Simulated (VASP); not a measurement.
## TiCl4: single point with rev-vdW-DF2

Molecule: TiCl4, in a box.

```
CELL_PARAMETERS angstrom
13.87091 0.00000 0.00000
0.00000 14.37091 0.00000
0.00000 0.00000 14.87091
ATOMIC_POSITIONS crystal
Ti 0.50270 0.50440 0.50070
Cl 0.34740 0.51150 0.47840
Cl 0.57300 0.45060 0.38020
Cl 0.55750 0.64350 0.53020
Cl 0.53260 0.41240 0.61400
```

- Program: VASP 6.6.1
- Task: single point
- Functional: rev-vdW-DF2
- Potentials or basis: VASP PAW PBE potentials, release 64 (Ti_sv, Cl)
- Cutoff: 400 eV
- k mesh: 1 × 1 × 1
- Occupations: gaussian, width 0.005 eV
- Spin: no spin polarisation
- Further INCAR settings: ALGO = Fast; EDIFF = 1e-06; ISYM = 0

| Quantity | Value |
| --- | --- |
| Largest force | 0.065 eV/Å |
| Gap between the frontier levels | 3.61 eV |

Forces in eV/Å, atoms in the order of the input:
```
Ti  -0.002  0.028  0.002
Cl   0.046 -0.005  0.007
Cl  -0.017  0.014  0.036
Cl  -0.020 -0.060 -0.014
Cl  -0.007  0.023 -0.031
```

Levels at points of the mesh, in eV from the valence-band top:
```
           k point  band 16  band 17  band 18  band 19  band 20  band 21  band 22  band 23  band 24
(0.00, 0.00, 0.00)    -0.80    -0.80     0.00     0.00     0.00     3.61     3.61     4.38     7.20
```

It took 10 min on 4 MPI ranks on Intel(R) Xeon(R) 6975P-C (Granite Rapids) (shared host), peak memory 1.4 GiB a rank.

Caveat: the PAW data sets were made with another functional, which shifts forces and pressure a little.
